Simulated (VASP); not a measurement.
Given:

```yaml
crystal:
  lattice:
    - [1.88703, -3.26843, 0.00000]
    - [1.88703, 3.26843, 0.00000]
    - [0.00000, 0.00000, 12.06498]
  atoms:
    - { symbol: La, position: [0.00000, 0.00000, 0.50000] }
    - { symbol: La, position: [0.00000, 0.00000, 0.00000] }
    - { symbol: La, position: [0.33333, 0.66667, 0.25000] }
    - { symbol: La, position: [0.66667, 0.33333, 0.75000] }
```

These are PBE GGA, VASP's PBE PAW potentials (set 64) (plane waves; VASP) values and carry that method's errors. Run with 400 eV cut-off, 9×9×3 Γ-centred mesh, first-order Methfessel-Paxton smearing of 0.10 eV, potentials La.

Problem. Predict the energy per atom (σ→0), band gap (on the k-mesh) with the smallest direct gap where there is one.

Solution. 
| Quantity | Value |
|---|---|
| band gap (on the k-mesh) | none (metal, semimetal or under 0.01 eV) |
| energy per atom (σ→0) | -4.883 eV/atom |

Total energies compare only between runs with the same potentials, cut-off and functional.

The compound is La in the dhcp structure. It was relaxed first. The start is the result of an earlier pass.
